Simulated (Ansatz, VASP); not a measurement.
## Cross-check of Sn13H15 (Sn wire along [111], 26 atoms a period, H-terminated) between VASP and Ansatz

Aim: how closely do two programs agree when they are given the same cell, functional and k mesh? The cell is taken from a series of runs on this material, whose earlier steps may have relaxed, scaled, displaced or heated it; both programs get it as it stands.

Calculated with Ansatz 0.2.0; plane waves, with VASP 6.6.1 beside it; single point at PBE.

## Step 1: The starting structure

The cell holds 56 atoms: 26 Sn and 30 H. Its edges and angles: a = 19.062 Å, b = 18.244 Å, c = 11.450 Å, α = 90.0°, β = 90.0°, γ = 90.0°. Vacuum lies along a and b. The structure's axis is c.

## Step 2: VASP: single point, PBE

A single point gives forces, pressure and levels at one fixed geometry, so differences don't come from the geometry; what else differs is listed under the comparison.

Lines of VASP's logs that name or quote its potential files are left out, and so is its time.

File INCAR:

```
SYSTEM = Sn13H15
PREC = Accurate
ENCUT = 400
EDIFF = 1E-06
NELM = 120
ISMEAR = -1
SIGMA = 0.05
LREAL = Auto
ALGO = Normal
GGA = PE
NBANDS = 240
LORBIT = 11
LWAVE = .FALSE.
LCHARG = .FALSE.
ISIF = 2
LASPH = .TRUE.
GGA_COMPAT = .FALSE.
EFERMI = MIDGAP
KPAR = 4
```

File POSCAR:

```
Sn13H15
1.0
   19.0620000000      0.0000000000      0.0000000000
    0.0000000000     18.2440000000      0.0000000000
    0.0000000000      0.0000000000     11.4499357844
Sn H
26 30
Direct
    0.3770298550      0.4258359820      0.9988666700
    0.5000000000      0.6483749010      0.9988573985
    0.3792185130      0.4271489560      0.2481925865
    0.5000000000      0.6457366720      0.2481843470
    0.6207814870      0.4271489560      0.2481925865
    0.3792185130      0.5728721490      0.3351407465
    0.5000000000      0.3542844330      0.3351489860
    0.6207814870      0.5728721490      0.3351407465
    0.3770298550      0.5741851230      0.5844666630
    0.5000000000      0.3516462040      0.5844759345
    0.6229701450      0.5741851230      0.5844666630
    0.2520298780      0.5082048730      0.6689335190
    0.3828093250      0.2715265955      0.6689408980
    0.3692080790      0.7202844190      0.6689278980
    0.5000000000      0.5000068160      0.6666443350
    0.6307919210      0.7202844190      0.6689278980
    0.6171906750      0.2715265955      0.6689408980
    0.7479701220      0.5082048730      0.6689335190
    0.2520298780      0.4918162320      0.9143998140
    0.3692080790      0.2797366860      0.9144054350
    0.3828093250      0.7284945095      0.9143924350
    0.5000000000      0.5000142890      0.9166889980
    0.6171906750      0.7284945095      0.9143924350
    0.6307919210      0.2797366860      0.9144054350
    0.7479701220      0.4918162320      0.9143998140
    0.6229701450      0.4258359820      0.9988666700
    0.3047948880      0.6177647820      0.2838203935
    0.5000000000      0.2644970140      0.2838242365
    0.6952051120      0.6177647820      0.2838203935
    0.3047948880      0.3822563230      0.2995129395
    0.5000000000      0.7355240910      0.2995090965
    0.6952051120      0.3822563230      0.2995129395
    0.1813779950      0.5615606950      0.6259362475
    0.2407862970      0.4229121000      0.6060296635
    0.3064819090      0.3039707910      0.6060359705
    0.2896611370      0.7575386495      0.6259143805
    0.3916954440      0.1809196310      0.6259283960
    0.4342907630      0.7731034410      0.6060517465
    0.5657092370      0.7731034410      0.6060517465
    0.6083045560      0.1809196310      0.6259283960
    0.7103388630      0.7575386495      0.6259143805
    0.6935180910      0.3039707910      0.6060359705
    0.7592137030      0.4229121000      0.6060296635
    0.8186220050      0.5615606950      0.6259362475
    0.1813779950      0.4384604100      0.9573970855
    0.2407862970      0.5771090050      0.9773036695
    0.2896611370      0.2424824555      0.9574189525
    0.3064819090      0.6960503140      0.9772973625
    0.3916954440      0.8191014740      0.9574049370
    0.4342907630      0.2269176640      0.9772815865
    0.5657092370      0.2269176640      0.9772815865
    0.6083045560      0.8191014740      0.9574049370
    0.6935180910      0.6960503140      0.9772973625
    0.7103388630      0.2424824555      0.9574189525
    0.7592137030      0.5771090050      0.9773036695
    0.8186220050      0.4384604100      0.9573970855
```

File KPOINTS:

```
Automatic mesh
0
Gamma
1 1 7
0 0 0
```

The projector-augmented-wave data sets are Sn_d and H (PBE family, release 64).

Command:

```
> mpirun -np 8 vasp_std
```

Numbers of over 12 decimals in the logs are rounded to 6 here.

The log of the run:

```text
[banner, memory and clock lines left out]
running    8 mpi-ranks, on    1 nodes
[...]
|                                                                             |
|           W    W    AA    RRRRR   N    N  II  N    N   GGGG   !!!           |
|           W    W   A  A   R    R  NN   N  II  NN   N  G    G  !!!           |
|           W    W  A    A  R    R  N N  N  II  N N  N  G       !!!           |
|           W WW W  AAAAAA  RRRRR   N  N N  II  N  N N  G  GGG   !            |
|           WW  WW  A    A  R   R   N   NN  II  N   NN  G    G                |
|           W    W  A    A  R    R  N    N  II  N    N   GGGG   !!!           |
|                                                                             |
|     For optimal performance we recommend to set                             |
|       NCORE = 2 up to number-of-cores-per-socket                            |
|     NCORE specifies how many cores store one orbital (NPAR=cpu/NCORE).      |
|     This setting can greatly improve the performance of VASP for DFT.       |
|     The default, NCORE=1 might be grossly inefficient on modern             |
|     multi-core architectures or massively parallel machines. Do your        |
|     Unfortunately you need to use the default for GW and RPA                |
|     calculations (for HF NCORE is supported but not extensively tested      |
|     yet).                                                                   |
|                                                                             |

 LDA part: xc-table for (Slater+PW92), standard interpolation
 POSCAR, INCAR and KPOINTS ok, starting setup
[...]
entering main loop
       N       E                     dE             d eps       ncg     rms          rms(c)
DAV:   1     0.290438086562E+04    0.29044E+04   -0.16140E+05  2504   0.118E+03
DAV:   2     0.104009304419E+03   -0.28004E+04   -0.27505E+04  2184   0.318E+02
DAV:   3    -0.184644298283E+03   -0.28865E+03   -0.28729E+03  2200   0.136E+02
DAV:   4    -0.197435301170E+03   -0.12791E+02   -0.12757E+02  2208   0.318E+01
[...]
DAV:  24    -0.189011871895E+03   -0.66763E-05   -0.27165E-07  1336   0.103E-03    0.248E-04
DAV:  25    -0.189011873779E+03   -0.18841E-05   -0.98610E-08  1416   0.913E-04    0.180E-04
DAV:  26    -0.189011874264E+03   -0.48428E-06   -0.26150E-08  1296   0.575E-04
   1 F= -.18901187E+03 E0= -.18901187E+03  d E =-.120738E-06
```

OUTCAR, selected parts (step 2):

```text
  Total       -2.0778740     -2.0716064     -1.9867580      0.0000000     -0.0025974      0.0000000
  in kB       -0.8360615     -0.8335396     -0.7993997      0.0000000     -0.0010451      0.0000000
  external PRESSURE =      -0.8230003 kB  Pullay stress =       0.0000000 kB

 POSITION                                       TOTAL-FORCE (eV/Angst)
 -----------------------------------------------------------------------------------
      7.18694      7.76895     11.43696        -0.009124     -0.007070     -0.001842
      9.53100     11.82895     11.43685         0.000000      0.011185     -0.001398
      7.22866      7.79291      2.84179        -0.012168     -0.006579      0.008640
      9.53100     11.78082      2.84169         0.000000      0.014757      0.007797
     11.83334      7.79291      2.84179         0.012168     -0.006579      0.008640
      7.22866     10.45148      3.83734        -0.012168      0.006579     -0.008640
      9.53100      6.46357      3.83743         0.000000     -0.014757     -0.007797
     11.83334     10.45148      3.83734         0.012168      0.006579     -0.008640
      7.18694     10.47543      6.69211        -0.009124      0.007070      0.001842
      9.53100      6.41543      6.69221         0.000000     -0.011185      0.001398
     11.87506     10.47543      6.69211         0.009124      0.007070      0.001842
      4.80419      9.27169      7.65925        -0.002784     -0.022786      0.000798
      7.29711      4.95373      7.65933        -0.021794      0.007621      0.000682
      7.03784     13.14087      7.65918         0.018492      0.015083      0.000902
[...]
-----------------------------------------------------------------------------------
    total drift:                                0.000000     -0.000011     -0.000358

  FREE ENERGIE OF THE ION-ELECTRON SYSTEM (eV)
  ---------------------------------------------------
  free  energy   TOTEN  =      -189.0118742635 eV

  energy  without entropy=     -189.0118741428  energy(sigma->0) =     -189.01187420

[... 3 further parts left out ...]
[key lines of the parts left out:]
E-fermi :  -2.0668
```

The gap is read on the k-mesh alone, so it is an upper bound where the band edges lie off the mesh.

## Step 3: Ansatz: single point, PBE

Ansatz runs on its PAW soft_1 files.

The same cell, functional, mesh and smearing now go to Ansatz, which takes its cutoff from its data sets.

File input.yaml:

```yaml
crystal:
  lattice:
    - [19.062, 0.0, 0.0]
    - [0.0, 18.244, 0.0]
    - [0.0, 0.0, 11.4499357844]
  atoms:
    - { symbol: Sn, position: [0.377029855, 0.425835982, 0.99886667] }
    - { symbol: Sn, position: [0.5, 0.648374901, 0.998857399] }
    - { symbol: Sn, position: [0.379218513, 0.427148956, 0.248192587] }
    - { symbol: Sn, position: [0.5, 0.645736672, 0.248184347] }
    - { symbol: Sn, position: [0.620781487, 0.427148956, 0.248192587] }
    - { symbol: H, position: [0.304794888, 0.617764782, 0.283820394] }
    - { symbol: H, position: [0.5, 0.264497014, 0.283824237] }
    - { symbol: H, position: [0.695205112, 0.617764782, 0.283820394] }
    - { symbol: H, position: [0.304794888, 0.382256323, 0.29951294] }
    - { symbol: H, position: [0.5, 0.735524091, 0.299509097] }
    - { symbol: H, position: [0.695205112, 0.382256323, 0.29951294] }
    - { symbol: Sn, position: [0.379218513, 0.572872149, 0.335140747] }
    - { symbol: Sn, position: [0.5, 0.354284433, 0.335148986] }
    - { symbol: Sn, position: [0.620781487, 0.572872149, 0.335140747] }
    - { symbol: Sn, position: [0.377029855, 0.574185123, 0.584466663] }
    - { symbol: Sn, position: [0.5, 0.351646204, 0.584475935] }
    - { symbol: Sn, position: [0.622970145, 0.574185123, 0.584466663] }
    - { symbol: H, position: [0.181377995, 0.561560695, 0.625936248] }
    - { symbol: H, position: [0.240786297, 0.4229121, 0.606029664] }
    - { symbol: H, position: [0.306481909, 0.303970791, 0.606035971] }
    - { symbol: H, position: [0.289661137, 0.75753865, 0.625914381] }
    - { symbol: H, position: [0.391695444, 0.180919631, 0.625928396] }
    - { symbol: H, position: [0.434290763, 0.773103441, 0.606051747] }
    - { symbol: H, position: [0.565709237, 0.773103441, 0.606051747] }
    - { symbol: H, position: [0.608304556, 0.180919631, 0.625928396] }
    - { symbol: H, position: [0.710338863, 0.75753865, 0.625914381] }
    - { symbol: H, position: [0.693518091, 0.303970791, 0.606035971] }
    - { symbol: H, position: [0.759213703, 0.4229121, 0.606029664] }
    - { symbol: H, position: [0.818622005, 0.561560695, 0.625936248] }
    - { symbol: Sn, position: [0.252029878, 0.508204873, 0.668933519] }
    - { symbol: Sn, position: [0.382809325, 0.271526596, 0.668940898] }
    - { symbol: Sn, position: [0.369208079, 0.720284419, 0.668927898] }
    - { symbol: Sn, position: [0.5, 0.500006816, 0.666644335] }
    - { symbol: Sn, position: [0.630791921, 0.720284419, 0.668927898] }
    - { symbol: Sn, position: [0.617190675, 0.271526596, 0.668940898] }
    - { symbol: Sn, position: [0.747970122, 0.508204873, 0.668933519] }
    - { symbol: Sn, position: [0.252029878, 0.491816232, 0.914399814] }
    - { symbol: Sn, position: [0.369208079, 0.279736686, 0.914405435] }
    - { symbol: Sn, position: [0.382809325, 0.72849451, 0.914392435] }
    - { symbol: Sn, position: [0.5, 0.500014289, 0.916688998] }
    - { symbol: Sn, position: [0.617190675, 0.72849451, 0.914392435] }
    - { symbol: Sn, position: [0.630791921, 0.279736686, 0.914405435] }
    - { symbol: Sn, position: [0.747970122, 0.491816232, 0.914399814] }
    - { symbol: H, position: [0.181377995, 0.43846041, 0.957397086] }
    - { symbol: H, position: [0.240786297, 0.577109005, 0.97730367] }
    - { symbol: H, position: [0.289661137, 0.242482456, 0.957418953] }
    - { symbol: H, position: [0.306481909, 0.696050314, 0.977297363] }
    - { symbol: H, position: [0.391695444, 0.819101474, 0.957404937] }
    - { symbol: H, position: [0.434290763, 0.226917664, 0.977281587] }
    - { symbol: H, position: [0.565709237, 0.226917664, 0.977281587] }
    - { symbol: H, position: [0.608304556, 0.819101474, 0.957404937] }
    - { symbol: H, position: [0.693518091, 0.696050314, 0.977297363] }
    - { symbol: H, position: [0.710338863, 0.242482456, 0.957418953] }
    - { symbol: H, position: [0.759213703, 0.577109005, 0.97730367] }
    - { symbol: H, position: [0.818622005, 0.43846041, 0.957397086] }
    - { symbol: Sn, position: [0.622970145, 0.425835982, 0.99886667] }
kpoints:
  mp_grid: { grid: [1, 1, 7] }
  band_path: { path: ["Γ", Z], npoints: 90 }
scf:
  occupations: { method: fermi_dirac, width: 0.05 }
hamiltonian:
  xc: pbe
  pseudopotentials: { kind: paw, azcp: { folder: soft_1 } }
output:
  dos: { e_range: [-5, 4] }
  write_potential: true
  write_density: true
  volumetric_format: npy
```

Command:

```
> ansatz run input.yaml --threads 4 --pin off --max-ram 16384MiB --backend cpu --events-out ev --progress --plain --runs-dir out
```

The log of the run:

```text
Engine: ansatz 0.2.0, aarch64-unknown-linux-gnu
Pseudopotentials: kind: paw
Pseudopotential: Sn, paw, valence charge 14, recommended cutoff 420 eV (normal), soft_1/Sn.paw.azcp
Pseudopotential: H, paw, valence charge 1, recommended cutoff 420 eV (normal), soft_1/H.paw.azcp
Functional definition: PBE
  parameter kappa = 0.804
  parameter beta = 0.066725
  exchange = pbe_x(kappa = kappa, mu = beta*pi^2/3)
  correlation = pbe_c(beta = beta)
Crystal: 56 atoms, lattice volume = 3981.911 Å³
Basis set: ecut = 420 eV, 77785 PW (Γ)
Bands: 253, of which v1, the nominal top of the filled ones, is band 197 counted from 1 (196 counted from 0)
Symmetry: 4 space group operations
Space group: P2/m (ITA 10), of the structure as read, at distance tolerance 1.6e-4 Å
k-points: 4 of 7
Non-local potential: Sn, projectors of the file, l = 0: 2, l = 1: 2, l = 2: 2, l = 3: 1
Non-local potential: H, projectors of the file, l = 0: 2, l = 1: 1
PAW form: soft (Blöchl's): semilocal exchange-correlation on the pseudo side does not see the compensation charge
PAW one-centre angular grid: Sn, 590 points (default); XC on 64 Gauss nodes
PAW one-centre angular grid: H, 110 points (default); XC on 64 Gauss nodes
Initial density: superposition of atomic densities (neutral atoms: chi_scale 0, normalization atom)
Initial wavefunctions: pseudopotential atomic-orbital guess
Functional: x = pbe(κ = 0.804, μ = 0.219515), c = pbe(β = 0.066725)
SCF iter   1: F=—  HF=-157103.603425 eV  |F-HF|=—  |Δ(HF+E_count)|=         —  Δρ=2.66e-2  dr2=2.89e1  ethr=3.10e-3  ⟨swp⟩=6.8  Hψ=4312  notcnv=0  defer=88
preconditioner: auto → Resta (q_TF=auto, 1.855 Å⁻¹)  ε∞=1.7  [insulator: Δε(μ)=1.391 eV  Ē_g=8.217 eV  σ=0.050 eV  W_gap=1.00  n_scr=446 (ndim 8)  ℏωp=6.8 eV  f_vac=0.620  D(μ)=0.00/eV (n_scr^D=0)  ε∞_Penn≈1.7  vacuum switching on, ρ_ref=4.9e-3 e/Å³]
SCF iter   2: F=—  HF=-157096.438954 eV  |F-HF|=—  |Δ(HF+E_count)|=    7.16e0  Δρ=9.62e-3  dr2=5.30e0  ethr=3.10e-3  ⟨swp⟩=3.0  Hψ=1434  notcnv=0  defer=196
SCF iter   3: F=—  HF=-157095.592698 eV  |F-HF|=—  |Δ(HF+E_count)|=   8.46e-1  Δρ=3.75e-3  dr2=2.44e0  ethr=1.34e-3  ⟨swp⟩=3.2  Hψ=1391  notcnv=0  defer=193
SCF iter   4: F=—  HF=-157095.166563 eV  |F-HF|=—  |Δ(HF+E_count)|=   4.26e-1  Δρ=1.13e-3  dr2=9.57e-2  ethr=6.19e-4  ⟨swp⟩=4.0  Hψ=1080  notcnv=0  defer=193
SCF iter   5: F=—  HF=-157095.174163 eV  |F-HF|=—  |Δ(HF+E_count)|=   7.60e-3  Δρ=4.58e-4  dr2=7.15e-3  ethr=2.43e-5  ⟨swp⟩=2.5  Hψ=1447  notcnv=0  defer=192
SCF iter   6: F=—  HF=-157095.178576 eV  |F-HF|=—  |Δ(HF+E_count)|=   4.41e-3  Δρ=1.45e-4  dr2=1.47e-3  ethr=1.81e-6  ⟨swp⟩=2.0  Hψ=1086  notcnv=0  defer=192
SCF iter   7: F=—  HF=-157095.179303 eV  |F-HF|=—  |Δ(HF+E_count)|=   7.27e-4  Δρ=4.99e-5  dr2=5.61e-4  ethr=3.73e-7  ⟨swp⟩=2.0  Hψ=1216  notcnv=0  defer=192
SCF iter   8: F=—  HF=-157095.179255 eV  |F-HF|=—  |Δ(HF+E_count)|=   4.83e-5  Δρ=1.64e-5  dr2=1.47e-5  ethr=1.42e-7  ⟨swp⟩=2.0  Hψ=1022  notcnv=0  defer=192
SCF iter   9: F=—  HF=-157095.178687 eV  |F-HF|=—  |Δ(HF+E_count)|=   5.68e-4  Δρ=5.54e-6  dr2=2.12e-6  ethr=3.73e-9  ⟨swp⟩=2.8  Hψ=1636  notcnv=0  defer=192
SCF iter  10: F=—  HF=-157095.178689 eV  |F-HF|=—  |Δ(HF+E_count)|=   1.69e-6  Δρ=1.50e-6  dr2=1.19e-7  ethr=5.37e-10  ⟨swp⟩=2.0  Hψ=1606  notcnv=0  defer=192
SCF iter  11: F=-157095.178689 eV  HF=-157095.178689 eV  |F-HF|=4.86e-9  |Δ(HF+E_count)|=   2.25e-7  Δρ=4.04e-7  dr2=1.64e-8  ethr=2.54e-11  ⟨swp⟩=16.5  Hψ=5226  notcnv=0
SCF 1 converged in 11 iterations: F = -157095.178689 eV  dr2 = 1.64e-8
  greatest PAW one-centre occupation: 0.990 electrons in one spin orbital (limit 2), on the Sn atom at site 12 (counted from 0), in its partial waves of l = 2
NSCF: frozen V_eff on 91 k-points
[...]
k-point 1: bands = [... 193 lower, -2.9043, -2.8901, -2.8900, -2.4383, -0.6905, -0.1444, -0.1432, -0.1429, ... 52 higher]
  k-point 2: bands = [... 193 lower, -2.9639, -2.8308, -2.8307, -2.7343, -0.5128, -0.3552, -0.3537, -0.1571, ... 52 higher]
  k-point 3: bands = [... 193 lower, -2.9649, -2.9648, -2.8238, -2.8236, -0.4876, -0.4861, -0.3405, -0.1976, ... 52 higher]
```

## Step 4: Side by side

Known differences besides the potentials themselves: the cutoff is 420 eV in Ansatz and 400 eV in VASP (PREC = Accurate, projectors in real space). Total energies have different zeros and are not compared.

Compared:

| quantity | Ansatz | VASP | difference |
| --- | --- | --- | --- |
| gap on the k mesh (eV) | 1.546 | 1.546 | 0.000 |

A gap on the mesh is an upper bound, since the band edges may lie between its points.

## Step 5: What came out

```
difference in gap on the k mesh (single point, PBE) : -1.0e-5 eV
```

The difference in gap on the k mesh is -1.0e-5 eV (single point, PBE), within the 0.08 eV picked in this series as the mark of a large difference. How closely two codes agree says nothing of how well the functional describes the real material.

[Lines on the potential files, build, host, timing and source positions are cut from VASP's logs without a mark.]

[Logs are printed without paths, hosts, clocks, repeated set-up lines and the standing remarks that a program may print on its own settings, such as how far it seeks lower states.]

[Hosts, paths, dates, database ids (printed as entryN), source tags and the programs' standing remarks are cut or masked in the printed files.]
